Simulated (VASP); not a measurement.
Output of a VASP run:

File OSZICAR:
```
       N       E                     dE             d eps       ncg     rms          rms(c)
DAV:   1     0.810418910271E+02    0.81042E+02   -0.83534E+03 10004   0.157E+03
DAV:   2    -0.139625618479E+02   -0.95004E+02   -0.88051E+02  9935   0.256E+02
DAV:   3    -0.161635564193E+02   -0.22010E+01   -0.21421E+01 11853   0.555E+01
DAV:   4    -0.161959845096E+02   -0.32428E-01   -0.32420E-01 14413   0.516E+00
DAV:   5    -0.161962676532E+02   -0.28314E-03   -0.28314E-03 12351   0.451E-01    0.144E+01
DAV:   6    -0.145446063085E+02    0.16517E+01   -0.14526E+01 10558   0.768E+01    0.754E+00
DAV:   7    -0.140859733842E+02    0.45863E+00   -0.20972E+00 10978   0.284E+01    0.376E+00
DAV:   8    -0.140736894572E+02    0.12284E-01   -0.23109E-02 13695   0.173E+00    0.182E+00
DAV:   9    -0.140582524691E+02    0.15437E-01   -0.64029E-03 14842   0.135E+00    0.624E-01
DAV:  10    -0.140587087512E+02   -0.45628E-03   -0.72640E-04 13433   0.382E-01    0.328E-01
DAV:  11    -0.140586574497E+02    0.51302E-04   -0.45745E-04 13403   0.325E-01    0.299E-02
DAV:  12    -0.140586560728E+02    0.13769E-05   -0.15543E-05 10877   0.362E-02    0.155E-02
DAV:  13    -0.140586545226E+02    0.15502E-05   -0.22623E-06 14859   0.200E-02    0.938E-03
DAV:  14    -0.140586551604E+02   -0.63777E-06   -0.49206E-07 11904   0.788E-03    0.385E-03
DAV:  15    -0.140586549254E+02    0.23497E-06   -0.65374E-08  5825   0.466E-03    0.130E-03
DAV:  16    -0.140586549231E+02    0.23381E-08   -0.14011E-08  5580   0.194E-03
   1 F= -.14892150E+02 E0= -.14892291E+02  d E =-.148921E+02  mag=     3.2813
```

### OUTCAR
```
------------------------ aborting loop because EDIFF is reached ----------------------------------------
  Edisp (eV):   -0.83349
  FORCE on cell =-STRESS in cart. coord.  units (eV):
  Direction    XX          YY          ZZ          XY          YZ          ZX
  --------------------------------------------------------------------------------------
  Total      -1.60592    -1.60592    -1.62030     0.00000    -0.00000     0.00000
  in kB    -115.21983  -115.21986  -116.25169     0.00000    -0.00000     0.00000
  external pressure =     -115.56 kB  Pullay stress =        0.00 kB
  volume of cell :       22.33
      direct lattice vectors                 reciprocal lattice vectors
     1.259073602 -2.180779679  0.000000000     0.397117372 -0.229275797  0.000000000
     1.259073602  2.180779679  0.000000000     0.397117372  0.229275797  0.000000000
     0.000000000  0.000000000  4.066433794     0.000000000  0.000000000  0.245915721
 POSITION                                       TOTAL-FORCE (eV/Angst)
 -----------------------------------------------------------------------------------
      1.25907      0.72693      1.01661         0.000000      0.000000      0.000000
      1.25907     -0.72693      3.04983        -0.000000     -0.000000      0.000000
 -----------------------------------------------------------------------------------
    total drift:                                0.000024      0.000004     -0.000028
  FREE ENERGIE OF THE ION-ELECTRON SYSTEM (eV)
  ---------------------------------------------------
  free  energy   TOTEN  =       -14.8921498206 eV

  energy  without entropy=      -14.8925730791  energy(sigma->0) =      -14.89229091

 total charge

# of ion       s       p       d       tot
------------------------------------------
    1        0.477   0.497   7.244   8.218
    2        0.477   0.497   7.244   8.218
--------------------------------------------------
tot          0.955   0.994  14.489  16.437

 magnetization (x)

# of ion       s       p       d       tot
------------------------------------------
    1       -0.014  -0.053   1.734   1.666
    2       -0.014  -0.053   1.734   1.666
--------------------------------------------------
tot         -0.028  -0.107   3.467   3.332

 reached required accuracy - stopping structural energy minimisation
```
(Selected blocks of OUTCAR.)

### POSCAR
```
Co
1
    1.2590736022    -2.1807796790     0.0000000000
    1.2590736022     2.1807796790     0.0000000000
    0.0000000000     0.0000000000     4.0664337939
Co
2
Direct
  0.3333330000   0.6666670000   0.2500000000
  0.6666670000   0.3333330000   0.7500000000
```

Q: Reconstruct the remaining input files.

A: One answer among several that fit: the input of the run itself, PBE GGA with D4 dispersion, plane waves, VASP's PBE PAW potentials (set 64).

INCAR:
```
! general
SYSTEM   =  Co
PREC     =  Accurate
ENCUT    =  520   ! plane-wave cut-off (eV)
LREAL    =  .False.
LASPH    =  .True.   ! aspherical one-centre terms

! electronic loop
EDIFF    =  1E-7   ! SCF stop (eV)
NELM     =  100
ALGO     =  Normal   ! blocked Davidson
LMAXMIX  =  4   ! l cut-off of mixed one-centre charges

! smearing
ISMEAR   =  1   ! Methfessel-Paxton
SIGMA    =  0.1   ! width (eV)

! functional
GGA      =  PE
IVDW     =  13

! spin
ISPIN    =  2   ! spin-polarised
MAGMOM   =  2*1.6

! ions
IBRION   =  2
NSW      =  30   ! most ionic steps
ISIF     =  4   ! ions and shape, fixed volume
EDIFFG   =  -0.01

! output
LWAVE    =  .False.
LCHARG   =  .False.
LORBIT   =  10
```

**KPOINTS**
```
Automatic mesh
0
Gamma
17 17 9
```

POTCAR, in this order: Co (PBE.64 set). Program: vasp_std.

The compound is Co in the hcp structure. This cell is one point of a volume scan, at 1.06 of the reference volume.
